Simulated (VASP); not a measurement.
Energy against volume of KZnF3 (cubic perovskite). All values below come from PBEsol GGA, VASP's PBE PAW potentials (set 64) (plane waves; VASP 6.6.1). Settings: 520 eV cut-off, 6×6×6 Γ-centred mesh, Gaussian smearing of 0.050 eV, potentials K_sv Zn F.

| V (Å³/atom) | E (eV/atom) |
|---|---|
| 12.562 | -4.25283 |
| 12.963 | -4.26417 |
| 13.364 | -4.26824 |
| 13.765 | -4.26628 |

**Question.** Fit these four points and predict the energy of the run at 14.166 Å³/atom.

**Answer.** A cubic in V^(−2/3), the third-order Birch-Murnaghan form, passes through the four points with V0 = 13.42 Å³/atom and B0 = 78 GPa, and gives -4.2593 eV/atom there. The run gave -4.2591 eV/atom, +0.2 meV/atom from the fit; all five points give B0 = 79 GPa.

The compound is KZnF3 in the cubic perovskite structure. It was relaxed first.
